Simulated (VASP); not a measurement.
These are PW91 GGA, VASP's PBE PAW potentials (set 64) (plane waves; VASP) values and carry that method's errors.

VASP input:

**INCAR**
```
# general
SYSTEM  = FeAl
PREC    = Accurate
ENCUT   = 520
LREAL   = .FALSE.   # projection in real space or not
LASPH   = .TRUE.   # aspherical one-centre terms
ICHARG  = 11   # fixed density

# electronic loop
EDIFF   = 1E-7   # SCF stop (eV)
NELM    = 100
ALGO    = Normal
LMAXMIX = 4   # l cut-off of mixed one-centre charges

# smearing
ISMEAR  = 0   # Gaussian
SIGMA   = 0.05

# functional
GGA     = 91

# output
LWAVE   = .FALSE.
LCHARG  = .FALSE.
LORBIT  = 11
```

POSCAR:
```
FeAl
2.8685340
  0.9999999782   0.0000000000   0.0000000000
  0.0000000000   0.9999999782   0.0000000000
  0.0000000000   0.0000000000   0.9999999782
Al Fe
1 1
direct
  0.5000000000   0.5000000000   0.5000000000
  0.0000000000   0.0000000000   0.0000000000
```

### KPOINTS
```
k-points along high-symmetry lines
15
Line-mode
Reciprocal
  0.000000   0.000000   0.000000 ! GAMMA
  0.000000   0.500000   0.000000 ! X

  0.000000   0.500000   0.000000 ! X
  0.500000   0.500000   0.000000 ! M

  0.500000   0.500000   0.000000 ! M
  0.000000   0.000000   0.000000 ! GAMMA

  0.000000   0.000000   0.000000 ! GAMMA
  0.500000   0.500000   0.500000 ! R

  0.500000   0.500000   0.500000 ! R
  0.000000   0.500000   0.000000 ! X

  0.500000   0.500000   0.500000 ! R
  0.500000   0.500000   0.000000 ! M
```

POTCAR, in this order: Al Fe (PBE.64 set). Program: vasp_std. Read from the step before: CHGCAR.

What VASP printed:

### OSZICAR
```
       N       E                     dE             d eps       ncg     rms          rms(c)
DAV:   1     0.339905806762E+02    0.33991E+02   -0.51511E+03  1636   0.126E+03
DAV:   2    -0.108764432496E+02   -0.44867E+02   -0.42298E+02  1620   0.181E+02
DAV:   3    -0.118627075344E+02   -0.98626E+00   -0.97913E+00  2151   0.373E+01
DAV:   4    -0.118754217551E+02   -0.12714E-01   -0.12710E-01  2002   0.361E+00
DAV:   5    -0.118757586837E+02   -0.33693E-03   -0.33692E-03  1977   0.512E-01
DAV:   6    -0.118757754681E+02   -0.16784E-04   -0.16785E-04  2151   0.998E-02
DAV:   7    -0.118757758408E+02   -0.37270E-06   -0.37164E-06  1983   0.110E-02
DAV:   8    -0.118757758623E+02   -0.21428E-07   -0.22151E-07  1538   0.208E-03
   1 F= -.11875776E+02 E0= -.11875343E+02  d E =-.864973E-03
```

**OUTCAR**
```
 val. band max:        8.3341060516   @ k =   0.3929   0.5000   0.3929

 cond. band min:       8.4548566050   @ k =   0.4286   0.4286   0.4286



 k-point     1 :       0.0000    0.0000    0.0000
  band No.  band energies     occupation
      1      -2.3647      2.00000
      2       5.7130      2.00000
      3       5.7130      2.00000
      4       8.0711      2.00000
      5       8.0711      2.00000
      6       8.0711      2.00000
      7      14.4662      0.00000
      8      14.4662      0.00000
      9      14.4662      0.00000

 k-point     2 :       0.0000    0.0357    0.0000
  band No.  band energies     occupation
      1      -2.3407      2.00000
      2       5.7107      2.00000
      3       5.7205      2.00000
      4       8.0554      2.00000
      5       8.0554      2.00000
      6       8.0727      2.00000
      7      14.2182      0.00000
      8      14.5020      0.00000
      9      14.5020      0.00000

 k-point     3 :       0.0000    0.0714    0.0000
  band No.  band energies     occupation
      1      -2.2686      2.00000
      2       5.7018      2.00000
      3       5.7427      2.00000
      4       8.0097      2.00000
      5       8.0097      2.00000
      6       8.0774      2.00000
      7      13.6369      0.00000
      8      14.6082      0.00000
      9      14.6082      0.00000

 k-point     4 :       0.0000    0.1071    0.0000
  band No.  band energies     occupation
      1      -2.1489      2.00000
      2       5.6808      2.00000
      3       5.7787      2.00000
      4       7.9381      2.00000
      5       7.9381      2.00000
      6       8.0849      2.00000
      7      12.9325      0.00000
      8      14.7808      0.00000
      9      14.7808      0.00000

 k-point     5 :       0.0000    0.1429    0.0000
  band No.  band energies     occupation
      1      -1.9821      2.00000
      2       5.6377      2.00000
      3       5.8273      2.00000
      4       7.8465      2.00000
...
```

The density is held fixed in this step, so its total energy and stress have no physical meaning.

The compound is FeAl in the CsCl type structure. It was relaxed first. The run is not spin-polarised, so no magnetic state was tried. The electron count is odd and the run is not spin-polarised, which forces a metal.
